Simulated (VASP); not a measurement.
An input for Quantum ESPRESSO's pw.x (written as the equivalent of a VASP run, and not itself run):

```
&CONTROL
  calculation = 'scf'
  pseudo_dir = './pseudo'
  outdir = './out'
  tprnfor = .true.
  tstress = .true.
/
&SYSTEM
  ibrav = 0
  nat = 2
  ntyp = 2
  ecutwfc = 74
  occupations = 'smearing'
  smearing = 'gaussian'
  degauss = 0.003675
  input_dft = 'pbe'
  vdw_corr = 'grimme-d3'
  dftd3_version = 3
  dftd3_threebody = .false.
/
&ELECTRONS
  conv_thr = 7.3e-09
  electron_maxstep = 100
/
ATOMIC_SPECIES
  K 39.098 K.upf
  I 126.904 I.upf
CELL_PARAMETERS angstrom
     0.0000000    3.5115454    3.5115454
     3.5115454    0.0000000    3.5115454
     3.5115454    3.5115454    0.0000000
ATOMIC_POSITIONS crystal
  K    0.0000000  0.0000000  0.0000000
  I    0.5000000  0.5000000  0.5000000
K_POINTS automatic
  7 7 7 0 0 0
```

**Question.** Translate this input to VASP (INCAR, KPOINTS, POSCAR, choice of POTCAR).

**Answer.** This is not unique; one that fits is 
**INCAR**
```
SYSTEM = KI
PREC = Accurate; ENCUT = 520; LREAL = .FALSE.
LASPH = .TRUE.
EDIFF = 1E-7; NELM = 100; ALGO = Normal
LMAXMIX = 4
ISMEAR = 0; SIGMA = 0.05
GGA = PE; IVDW = 11
ISIF = 2
LWAVE = .FALSE.; LCHARG = .FALSE.
```

**POSCAR**
```
KI
1
    0.0000000000     3.5115454040     3.5115454040
    3.5115454040     0.0000000000     3.5115454040
    3.5115454040     3.5115454040     0.0000000000
K I
1 1
Direct
  0.0000000000   0.0000000000   0.0000000000
  0.5000000000   0.5000000000   0.5000000000
```

File KPOINTS:
```
kpoints
0
Gamma
  7 7 7
```

POTCAR, in this order: K_sv I (PBE.64 set). Program: vasp_std.

Limits of the translation: the potentials are each code's own (VASP's PAW set, PseudoDojo norm-conserving files in pw.x), so ENCUT and ecutwfc are chosen apart and not converted; conv_thr bounds pw.x's estimated SCF error, while EDIFF bounds the energy change between steps.

The compound is KI in the rock salt structure. This cell is one point of a volume scan, at 0.97 of the reference volume.
